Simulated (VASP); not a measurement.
**What goes wrong when the modes of SnSe2 are computed with a bad input**

Some phonon runs on SnSe2 get a fault in the input on purpose. Which of them show, and how? The starting structure is a measured crystal structure from the Crystallography Open Database.

Program: VASP 6.6.1. Level of theory: Kohn-Sham DFT with plane waves and PAW; LDA. Results are calculated unless marked as measured.

### Step 1. Set-up

The structure is trigonal, space group P-3m1 (No. 164). The conventional cell has a = 3.811 Å, b = 3.811 Å, c = 6.141 Å, α = 90.00°, β = 90.00°, γ = 120.00°. Nearest to Sn lie 6 Se at 2.68 Å. Nearest to Se lie 3 Sn at 2.68 Å. Farther neighbours and most contacts between anions are not listed.

Structure file:

```cif
data_structure
_symmetry_space_group_name_H-M 'P-3m1'
_symmetry_Int_Tables_number 164
_cell_length_a 3.8108
_cell_length_b 3.8108
_cell_length_c 6.1410
_cell_angle_alpha 90.000
_cell_angle_beta 90.000
_cell_angle_gamma 120.000
_cell_volume 77.23
loop_
_atom_site_label
_atom_site_type_symbol
_atom_site_symmetry_multiplicity
_atom_site_Wyckoff_symbol
_atom_site_fract_x
_atom_site_fract_y
_atom_site_fract_z
_atom_site_occupancy
Sn1 Sn 1 a 0.00000 0.00000 0.00000 1
Se1 Se 2 d 0.66667 0.33333 0.75080 1
```

### Step 2. Reference modes

The cell comes from a relaxation at this level, not shown (73.84 Å³).

The input, INCAR:

```
SYSTEM = SnSe2
PREC = Accurate
ENCUT = 450
EDIFF = 1E-08
NELM = 100
ISMEAR = 0
SIGMA = 0.03
LREAL = .FALSE.
ALGO = Normal
GGA = CA
NBANDS = 19
LORBIT = 11
LWAVE = .FALSE.
LCHARG = .FALSE.
KPAR = 4
IBRION = 8
LEPSILON = .TRUE.
LPEAD = .TRUE.
ISIF = 2
```

The input, POSCAR:

```
SnSe2
1.0
    3.8037000948      0.0000000000      0.0000000000
   -1.9018500474      3.2941009104      0.0000000000
    0.0000000000      0.0000000000      5.8933458894
Sn Se
1 2
Direct
    0.0000000000      0.0000000000      0.0000000000
    0.6666666667      0.3333333333      0.7321938924
    0.3333333333      0.6666666667      0.2678061076
```

The input, KPOINTS:

```
Automatic mesh
0
Gamma
10 10 6
0 0 0
```

The projector-augmented-wave data sets are Sn_d and Se (LDA family, release 64).

Run with:

```
mpirun -np 4 vasp_std
```

The log of the run:

```text
[banner, memory and clock lines left out]
running    4 mpi-ranks, on    1 nodes
 distrk:  each k-point on    1 cores,    4 groups
 distr:  one band on    1 cores,    1 groups

 POSCAR found type information on POSCAR SnSe
 POSCAR found :  2 types and       3 ions
 LDA part: xc-table for (Slater(with rela. corr.)+CA(PZ))
 , standard interpolation
 POSCAR, INCAR and KPOINTS ok, starting setup
 FFT: planning ... GRIDC
 FFT: planning ... GRID_SOFT
 FFT: planning ... GRID
 WAVECAR not read
 entering main loop
       N       E                     dE             d eps       ncg     rms          rms(c)
DAV:   1     0.190451696492E+03    0.19045E+03   -0.11373E+04  2800   0.143E+03
DAV:   2     0.732020142352E+01   -0.18313E+03   -0.17739E+03  2905   0.372E+02
DAV:   3    -0.133660258546E+02   -0.20686E+02   -0.20246E+02  3420   0.112E+02
DAV:   4    -0.140630416571E+02   -0.69702E+00   -0.69579E+00  3178   0.215E+01
DAV:   5    -0.140801392890E+02   -0.17098E-01   -0.17096E-01  3705   0.355E+00    0.529E+00
DAV:   6    -0.138282372547E+02    0.25190E+00   -0.49211E-01  4023   0.748E+00    0.337E+00
DAV:   7    -0.137976540216E+02    0.30583E-01   -0.13921E-01  3097   0.233E+00    0.965E-01
DAV:   8    -0.137945386726E+02    0.31153E-02   -0.97366E-03  3501   0.956E-01    0.267E-01
DAV:   9    -0.137943005536E+02    0.23812E-03   -0.11065E-03  3019   0.237E-01    0.785E-02
DAV:  10    -0.137942993250E+02    0.12286E-05   -0.90353E-05  3114   0.628E-02    0.287E-02
DAV:  11    -0.137943011005E+02   -0.17754E-05   -0.10414E-05  2935   0.196E-02    0.462E-03
DAV:  12    -0.137943008445E+02    0.25592E-06   -0.91204E-07  3421   0.643E-03    0.411E-03
DAV:  13    -0.137943009049E+02   -0.60401E-07   -0.25424E-07  3071   0.409E-03    0.145E-03
DAV:  14    -0.137943008936E+02    0.11313E-07   -0.41542E-08  2959   0.126E-03    0.429E-04
DAV:  15    -0.137943008940E+02   -0.36607E-09   -0.36025E-09  1527   0.419E-04
   1 F= -.13794301E+02 E0= -.13794301E+02  d E =-.105449E-08
 Linear response reoptimize wavefunctions to high precision
DAV:   1    -0.137943008941E+02   -0.67757E-10   -0.44023E-10  1725   0.177E-04
 Linear response to external field (no local field effect), progress :
  Direction:   1
       N       E                     dE             d eps       ncg     rms          rms(c)
RMM:   1    -0.113580415504E+01   -0.11358E+01    0.48114E-02  2542   0.104E+01
RMM:   2    -0.285531309655E+01   -0.17195E+01   -0.18158E-01  3095   0.245E+00
RMM:   3    -0.287462868321E+01   -0.19316E-01   -0.13858E-02  3263   0.515E-01
RMM:   4    -0.287484732632E+01   -0.21864E-03   -0.66740E-04  3277   0.146E-01
RMM:   5    -0.287486973351E+01   -0.22407E-04   -0.10243E-04  3521   0.448E-02
RMM:   6    -0.287487062938E+01   -0.89587E-06   -0.54167E-06  3441   0.124E-02
RMM:   7    -0.287487069939E+01   -0.70011E-07   -0.75800E-07  3463   0.388E-03
RMM:   8    -0.287487070473E+01   -0.53426E-08   -0.29156E-07  3141   0.106E-03
RMM:   9    -0.287487070809E+01   -0.33508E-08   -0.78668E-07  2386   0.309E-04
RMM:  10    -0.287487070533E+01    0.27532E-08   -0.71825E-08  1060   0.111E-04
 change of polarisation eV/A/(eV/A) component  1 :     5.750    -1.677    -0.350
 dielectric tensor                  component  1 :    15.090    -4.111    -0.857
 Linear response to external field (no local field effect), progress :
  Direction:   2
       N       E                     dE             d eps       ncg     rms          rms(c)
RMM:   1    -0.117859409597E+01   -0.11786E+01   -0.69540E-01  2564   0.102E+01
RMM:   2    -0.274926314671E+01   -0.15707E+01   -0.12709E-01  3131   0.236E+00
RMM:   3    -0.277288568687E+01   -0.23623E-01   -0.15300E-02  3267   0.515E-01
RMM:   4    -0.277311898705E+01   -0.23330E-03   -0.10270E-03  3288   0.150E-01
RMM:   5    -0.277313768117E+01   -0.18694E-04   -0.77280E-05  3518   0.390E-02
RMM:   6    -0.277313852662E+01   -0.84545E-06   -0.56851E-06  3395   0.114E-02
RMM:   7    -0.277313861128E+01   -0.84654E-07   -0.60997E-07  3517   0.346E-03
RMM:   8    -0.277313861557E+01   -0.42995E-08   -0.13658E-07  3091   0.898E-04
RMM:   9    -0.277313861446E+01    0.11184E-08   -0.48300E-07  2442   0.257E-04
RMM:  10    -0.277313861691E+01   -0.24559E-08   -0.15586E-07  1108   0.945E-05
RMM:  11    -0.277313861747E+01   -0.56290E-09    0.71182E-09   598   0.585E-05
 change of polarisation eV/A/(eV/A) component  2 :    -1.677     5.546    -0.874
 dielectric tensor                  component  2 :    -4.111    14.591    -2.141
 Linear response to external field (no local field effect), progress :
  Direction:   3
       N       E                     dE             d eps       ncg     rms          rms(c)
RMM:   1    -0.143786995643E+01   -0.14379E+01   -0.31279E+00  2535   0.975E+00
RMM:   2    -0.328436397205E+01   -0.18465E+01   -0.21593E-01  3141   0.236E+00
RMM:   3    -0.330168205991E+01   -0.17318E-01   -0.11135E-02  3250   0.481E-01
RMM:   4    -0.330200102420E+01   -0.31896E-03   -0.60751E-04  3193   0.134E-01
RMM:   5    -0.330201975643E+01   -0.18732E-04   -0.70359E-05  3513   0.401E-02
RMM:   6    -0.330202071407E+01   -0.95764E-06   -0.53092E-06  3395   0.111E-02
RMM:   7    -0.330202075183E+01   -0.37762E-07   -0.17314E-06  3365   0.310E-03
RMM:   8    -0.330202076220E+01   -0.10366E-07   -0.79155E-07  3017   0.992E-04
RMM:   9    -0.330202075354E+01    0.86538E-08   -0.71286E-06  2210   0.252E-04
[...]
Linear response progress:
  Degree of freedom:   1/  4
       N       E                     dE             d eps       ncg     rms          rms(c)
RMM:   1    -0.211891063582E+00   -0.21189E+00    0.85006E-01  7894   0.135E+01
RMM:   2    -0.217504171970E+00   -0.56131E-02   -0.13555E-02 11722   0.909E-01    0.685E-02
RMM:   3    -0.217434945550E+00    0.69226E-04   -0.10200E-03 12659   0.230E-01    0.365E-02
RMM:   4    -0.217222139469E+00    0.21281E-03   -0.71170E-05 13040   0.666E-02    0.154E-02
RMM:   5    -0.217150715115E+00    0.71424E-04   -0.94183E-06 13000   0.231E-02    0.537E-03
RMM:   6    -0.217153644674E+00   -0.29296E-05   -0.95362E-07 13611   0.768E-03    0.190E-03
RMM:   7    -0.217159552276E+00   -0.59076E-05   -0.21530E-07 13858   0.270E-03    0.209E-04
RMM:   8    -0.217159102335E+00    0.44994E-06   -0.94007E-08 13571   0.104E-03    0.640E-05
RMM:   9    -0.217159124650E+00   -0.22314E-07    0.94057E-08 14100   0.452E-04    0.258E-05
RMM:  10    -0.217158968412E+00    0.15624E-06   -0.49533E-09 14323   0.205E-04    0.156E-05
RMM:  11    -0.217159025574E+00   -0.57162E-07    0.81802E-09 13993   0.104E-04    0.602E-06
RMM:  12    -0.217158986999E+00    0.38575E-07    0.28204E-09 13825   0.560E-05    0.322E-06
RMM:  13    -0.217158925538E+00    0.61461E-07    0.64741E-09 13627   0.332E-05    0.881E-07
RMM:  14    -0.217158946799E+00   -0.21261E-07    0.29391E-09 11695   0.196E-05    0.727E-07
RMM:  15    -0.217158930953E+00    0.15846E-07    0.22636E-09 11679   0.135E-05    0.580E-07
RMM:  16    -0.217158899679E+00    0.31274E-07    0.11129E-09  7715   0.944E-06    0.323E-07
RMM:  17    -0.217158938911E+00   -0.39232E-07    0.45742E-10  5980   0.731E-06    0.302E-07
RMM:  18    -0.217158916118E+00    0.22793E-07    0.20769E-10  5250   0.622E-06    0.355E-07
RMM:  19    -0.217158912153E+00    0.39653E-08   -0.41725E-10  5058   0.555E-06    0.174E-07
 first order change of Fermi-energy  -0.95967E-05
 force on displaced ion       1 direction 1 :  -5.280   0.000   0.000
 Born effective charge ion    1 direction 1 :   5.217   0.000   0.000
 Linear response progress:
  Degree of freedom:   2/  4
       N       E                     dE             d eps       ncg     rms          rms(c)
RMM:   1    -0.226305945652E+00   -0.22631E+00    0.88779E-01  3373   0.139E+01
RMM:   2    -0.230745800425E+00   -0.44399E-02   -0.14812E-02  4914   0.901E-01    0.116E-01
RMM:   3    -0.229933207155E+00    0.81259E-03   -0.11179E-03  5151   0.246E-01    0.667E-02
RMM:   4    -0.229389340007E+00    0.54387E-03   -0.20510E-04  5335   0.925E-02    0.302E-02
RMM:   5    -0.229132306765E+00    0.25703E-03   -0.63459E-05  5319   0.498E-02    0.811E-03
RMM:   6    -0.229146930683E+00   -0.14624E-04   -0.78268E-06  5699   0.159E-02    0.187E-03
RMM:   7    -0.229169343404E+00   -0.22413E-04   -0.10549E-06  5532   0.594E-03    0.110E-03
RMM:   8    -0.229171593095E+00   -0.22497E-05   -0.44189E-07  5638   0.215E-03    0.193E-04
RMM:   9    -0.229172718366E+00   -0.11253E-05   -0.18360E-07  5906   0.808E-04    0.749E-05
RMM:  10    -0.229173155496E+00   -0.43713E-06   -0.51060E-07  5947   0.286E-04    0.328E-05
RMM:  11    -0.229173458516E+00   -0.30302E-06    0.10832E-07  5709   0.125E-04    0.666E-06
RMM:  12    -0.229173391604E+00    0.66912E-07   -0.97200E-08  5928   0.502E-05    0.320E-06
RMM:  13    -0.229173423236E+00   -0.31631E-07    0.48930E-08  5811   0.241E-05    0.994E-07
RMM:  14    -0.229173414115E+00    0.91210E-08   -0.10162E-08  5446   0.127E-05    0.389E-07
 first order change of Fermi-energy  -0.14915E-04
 force on displaced ion       1 direction 3 :  -0.000  -0.000 -14.708
 Born effective charge ion    1 direction 3 :   0.000   0.000   2.653
 Linear response progress:
  Degree of freedom:   3/  4
       N       E                     dE             d eps       ncg     rms          rms(c)
RMM:   1    -0.805633380246E-01   -0.80563E-01    0.60458E-02 26310   0.144E+00
RMM:   2    -0.798953106638E-01    0.66803E-03   -0.19062E-03 19674   0.276E-01    0.823E-02
RMM:   3    -0.800849072526E-01   -0.18960E-03   -0.23254E-04 22089   0.820E-02    0.420E-02
RMM:   4    -0.803149441205E-01   -0.23004E-03   -0.54748E-05 22187   0.451E-02    0.675E-03
RMM:   5    -0.803241151817E-01   -0.91711E-05   -0.27249E-06 22880   0.100E-02    0.286E-03
RMM:   6    -0.803174394055E-01    0.66758E-05   -0.14578E-07 22960   0.269E-03    0.112E-03
RMM:   7    -0.803177636674E-01   -0.32426E-06    0.11527E-07 24233   0.886E-04    0.208E-04
RMM:   8    -0.803182384807E-01   -0.47481E-06    0.10140E-06 22988   0.291E-04    0.699E-05
RMM:   9    -0.803179814058E-01    0.25707E-06    0.43317E-07 24868   0.857E-05    0.842E-06
RMM:  10    -0.803179916524E-01   -0.10247E-07   -0.11472E-08 24249   0.269E-05    0.281E-06
RMM:  11    -0.803179830165E-01    0.86359E-08    0.15581E-08 24107   0.126E-05    0.124E-06
 first order change of Fermi-energy   0.24489E-05
 force on displaced ion       2 direction 1 :  -3.668   0.000   0.000
 Born effective charge ion    2 direction 1 :  -2.605  -0.001  -0.000
 Linear response progress:
  Degree of freedom:   4/  4
       N       E                     dE             d eps       ncg     rms          rms(c)
RMM:   1    -0.994474237671E-01   -0.99447E-01    0.65302E-02  6076   0.154E+00
RMM:   2    -0.973123521262E-01    0.21351E-02   -0.23321E-03  4848   0.262E-01    0.942E-02
RMM:   3    -0.971830735957E-01    0.12928E-03   -0.26486E-04  5207   0.816E-02    0.445E-02
RMM:   4    -0.971749010943E-01    0.81725E-05   -0.45297E-05  5298   0.397E-02    0.197E-02
RMM:   5    -0.971924279883E-01   -0.17527E-04   -0.13867E-05  5246   0.207E-02    0.542E-03
RMM:   6    -0.971917609693E-01    0.66702E-06   -0.10619E-06  5219   0.604E-03    0.116E-03
RMM:   7    -0.971923796494E-01   -0.61868E-06   -0.33978E-08  5431   0.143E-03    0.415E-04
RMM:   8    -0.971925061030E-01   -0.12645E-06    0.13928E-08  5118   0.546E-04    0.101E-04
RMM:   9    -0.971924539644E-01    0.52139E-07    0.16348E-07  5393   0.192E-04    0.320E-05
RMM:  10    -0.971924033049E-01    0.50659E-07   -0.84311E-08  5785   0.605E-05    0.870E-06
RMM:  11    -0.971923873590E-01    0.15946E-07   -0.11324E-07  5685   0.193E-05    0.270E-06
RMM:  12    -0.971923968759E-01   -0.95169E-08   -0.21530E-08  5458   0.102E-05    0.563E-07
 first order change of Fermi-energy   0.47209E+00
 force on displaced ion       2 direction 3 :  -0.000  -0.000  -8.423
 Born effective charge ion    2 direction 3 :   0.000   0.000  -1.334
 Born effective charges drift removed
 Linear response finished
```

Elapsed: 9.7 min, on 4 MPI ranks of Intel Xeon Platinum 8375C at 2.90GHz (Ice Lake), shared host; peak memory 3.5 GiB.

Lines that name or quote the potential files are left out of all logs, and their timing lines are given in words.

(Part 1 of 3 ends here.)

[Lines on the potential files, build, host, timing and source positions are cut from VASP's logs without a mark.]

[Logs are printed without paths, hosts, clocks, repeated set-up lines and the standing remarks that a program may print on its own settings, such as how far it seeks lower states.]

[Hosts, paths, dates, database ids (printed as entryN), source tags and the programs' standing remarks are cut or masked in the printed files.]
